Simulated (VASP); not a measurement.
All values below come from PBEsol GGA, VASP's PBE PAW potentials (set 64) (plane waves; VASP 6.6.1).

A VASP calculation is set up with these files.

INCAR:
```
PREC  =  Accurate
LREAL  =  .FALSE.
ISMEAR  =  1   # Methfessel-Paxton
LWAVE  =  .FALSE.
GGA  =  PS   # PBEsol
NSW  =  60   # most ionic steps
LCHARG  =  .FALSE.
LASPH  =  .TRUE.   # aspherical one-centre terms
EDIFFG  =  -0.01   # ionic stop
EDIFF  =  1E-6   # SCF stop (eV)
ISIF  =  3   # ions, shape and volume
NELM  =  100   # most electronic steps
SYSTEM  =  B
ALGO  =  Normal
ENCUT  =  520   # plane-wave cut-off (eV)
IBRION  =  2
SIGMA  =  0.1
```

KPOINTS:
```
Automatic mesh
0
Gamma
17 17 17
0 0 0
```

POSCAR:
```
B
1
    1.8765350000     0.0000000000     0.0000000000
    0.0000000000     1.8765350000     0.0000000000
    0.0000000000     0.0000000000     1.8765350000
B
1
Direct
  0.0000000000   0.0000000000   0.0000000000
```

POTCAR, in this order: B (PBE.64 set). Program: vasp_std.

The resulting files:

File OUTCAR:
```
 ion  position               nearest neighbor table
   1  0.000  0.000  0.000-
  LATTYP: Found a simple cubic cell.
 ALAT       =     1.8765350000
 Subroutine PRICEL returns:
 Original cell was already a primitive cell.
 Subroutine GETGRP returns: Found 48 space group operations
The static configuration has the point symmetry O_h .
The dynamic configuration has the point symmetry O_h .
 Subroutine INISYM returns: Found 48 space group operations
 Subroutine IBZKPT returns following result:
 Found    165 irreducible k-points:

 Following reciprocal coordinates:
            Coordinates               Weight
  0.000000  0.000000  0.000000      1.000000
  0.058824  0.000000  0.000000      6.000000
  0.117647  0.000000  0.000000      6.000000
  0.176471  0.000000  0.000000      6.000000
  0.235294  0.000000  0.000000      6.000000
  0.294118  0.000000  0.000000      6.000000
  0.352941  0.000000  0.000000      6.000000
  0.411765  0.000000  0.000000      6.000000
  0.470588  0.000000  0.000000      6.000000
  0.058824  0.058824  0.000000     12.000000
  0.117647  0.058824  0.000000     24.000000
  0.176471  0.058824  0.000000     24.000000
  0.235294  0.058824  0.000000     24.000000
  0.294118  0.058824  0.000000     24.000000
  0.352941  0.058824  0.000000     24.000000
  0.411765  0.058824  0.000000     24.000000
  0.470588  0.058824  0.000000     24.000000
  0.117647  0.117647  0.000000     12.000000
  0.176471  0.117647  0.000000     24.000000
  0.235294  0.117647  0.000000     24.000000
  0.294118  0.117647  0.000000     24.000000
  0.352941  0.117647  0.000000     24.000000
  0.411765  0.117647  0.000000     24.000000
  0.470588  0.117647  0.000000     24.000000
  0.176471  0.176471  0.000000     12.000000
...
```

OSZICAR:
```
       N       E                     dE             d eps       ncg     rms          rms(c)
DAV:   1    -0.203519313913E+01   -0.20352E+01   -0.15645E+03  1745   0.479E+02
DAV:   2    -0.598162496654E+01   -0.39464E+01   -0.34935E+01  2165   0.608E+01
DAV:   3    -0.599666333328E+01   -0.15038E-01   -0.15022E-01  1865   0.417E+00
DAV:   4    -0.599666539910E+01   -0.20658E-05   -0.20663E-05  2220   0.477E-02
DAV:   5    -0.599666539868E+01    0.41942E-09   -0.22319E-09  1885   0.398E-04    0.167E+00
DAV:   6    -0.598694222904E+01    0.97232E-02   -0.26564E-03  1905   0.445E-01    0.101E+00
DAV:   7    -0.598251752254E+01    0.44247E-02   -0.45786E-03  1860   0.595E-01    0.444E-02
DAV:   8    -0.598251713482E+01    0.38772E-06   -0.10825E-05  1840   0.422E-02    0.705E-03
DAV:   9    -0.598251678099E+01    0.35383E-06   -0.10493E-06  1630   0.974E-03
   1 F= -.59825168E+01 E0= -.59825515E+01  d E =-.598252E+01
       N       E                     dE             d eps       ncg     rms          rms(c)
DAV:   1    -0.598258311267E+01   -0.65978E-04   -0.17229E-03  1770   0.494E-01    0.260E-02
DAV:   2    -0.598257313592E+01    0.99767E-05   -0.40293E-06  1830   0.222E-02    0.149E-02
DAV:   3    -0.598256760859E+01    0.55273E-05   -0.55520E-06  1840   0.205E-02    0.918E-04
DAV:   4    -0.598256758351E+01    0.25077E-07   -0.53959E-09   860   0.995E-04
   2 F= -.59825676E+01 E0= -.59826082E+01  d E =-.508025E-04
       N       E                     dE             d eps       ncg     rms          rms(c)
DAV:   1    -0.598258261445E+01   -0.15006E-04   -0.16880E-04  1770   0.155E-01    0.809E-03
DAV:   2    -0.598258179039E+01    0.82406E-06   -0.39162E-07  1360   0.694E-03
   3 F= -.59825818E+01 E0= -.59826207E+01  d E =-.650094E-04
```

OUTCAR:
```
------------------------ aborting loop because EDIFF is reached ----------------------------------------
  FORCE on cell =-STRESS in cart. coord.  units (eV):
  Direction    XX          YY          ZZ          XY          YZ          ZX
  --------------------------------------------------------------------------------------
  Total       -0.0013872     -0.0013872     -0.0013872     -0.0000000     -0.0000000      0.0000000
  in kB       -0.3351347     -0.3351347     -0.3351347     -0.0000000     -0.0000000      0.0000000
  external PRESSURE =      -0.3351347 kB  Pullay stress =       0.0000000 kB
  volume of cell :        6.63
      direct lattice vectors                 reciprocal lattice vectors
     1.878799776 -0.000000000 -0.000000000     0.532254694 -0.000000000 -0.000000000
     0.000000000  1.878799776 -0.000000000     0.000000000  0.532254694 -0.000000000
     0.000000000  0.000000000  1.878799776     0.000000000  0.000000000  0.532254694
 POSITION                                       TOTAL-FORCE (eV/Angst)
 -----------------------------------------------------------------------------------
      0.00000      0.00000      0.00000         0.000000      0.000000      0.000000
 -----------------------------------------------------------------------------------
    total drift:                                0.000000     -0.000000     -0.000000
  FREE ENERGIE OF THE ION-ELECTRON SYSTEM (eV)
  ---------------------------------------------------
  free  energy   TOTEN  =        -5.9825817904 eV

  energy  without entropy=       -5.9826985125  energy(sigma->0) =       -5.98262070

 reached required accuracy - stopping structural energy minimisation
```
(Selected blocks of OUTCAR.)

**CONTCAR**
```
B
   1.00000000000000
     1.8787997758654855   -0.0000000000000000   -0.0000000000000000
     0.0000000000000000    1.8787997758654855   -0.0000000000000000
     0.0000000000000000    0.0000000000000000    1.8787997758654855
  B
     1
Direct
     0.0000000000000000    0.0000000000000000    0.0000000000000000
```

The structure was generated: B was put into the simple-cubic type (Pm-3m), which need not be its known phase. This run relaxes it. Symmetry was kept, so distortions that lower it aren't found.
